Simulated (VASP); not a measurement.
An input for Quantum ESPRESSO's pw.x (written as the equivalent of a VASP run, and not itself run):

```
&CONTROL
  calculation = 'scf'
  pseudo_dir = './pseudo'
  outdir = './out'
  tprnfor = .true.
  tstress = .true.
/
&SYSTEM
  ibrav = 0
  nat = 1
  ntyp = 1
  ecutwfc = 68
  occupations = 'tetrahedra'
  input_dft = 'vdw-df-ob86'
/
&ELECTRONS
  conv_thr = 7.3e-09
  electron_maxstep = 100
/
ATOMIC_SPECIES
  Ca 40.078 Ca.upf
CELL_PARAMETERS angstrom
     0.0000000    2.7319700    2.7319700
     2.7319700    0.0000000    2.7319700
     2.7319700    2.7319700    0.0000000
ATOMIC_POSITIONS crystal
  Ca   0.0000000  0.0000000  0.0000000
K_POINTS automatic
  13 13 13 0 0 0
```

### Question
Translate this input to VASP (INCAR, KPOINTS, POSCAR, choice of POTCAR).

### Answer
This is not unique; one that fits is 
### POSCAR
```
Ca
1
    0.0000000000     2.7319699558     2.7319699558
    2.7319699558     0.0000000000     2.7319699558
    2.7319699558     2.7319699558     0.0000000000
Ca
1
Direct
  0.0000000000   0.0000000000   0.0000000000
```

### KPOINTS
```
Regular mesh
0
gamma
13 13 13
0 0 0
```

INCAR:
```
SYSTEM=Ca
PREC=Accurate; ENCUT=520; LREAL=.False.
LASPH=.True.
EDIFF=1E-7; NELM=100; ALGO=Normal
ISMEAR=-5
GGA=MK; LUSE_VDW=.True.; AGGAC=0.0
PARAM1=0.1234; PARAM2=1.0
ISIF=2
LWAVE=.False.; LCHARG=.True.; LORBIT=11
NEDOS=601
```

POTCAR, in this order: Ca_sv (PBE.64 set). Program: vasp_std.

What does not carry over: the potentials are each code's own (VASP's PAW set, PseudoDojo norm-conserving files in pw.x), so ENCUT and ecutwfc are chosen apart and not converted; conv_thr bounds pw.x's estimated SCF error, while EDIFF bounds the energy change between steps.

The compound is Ca in the fcc structure. It was relaxed first, which changed the volume by -6 %.
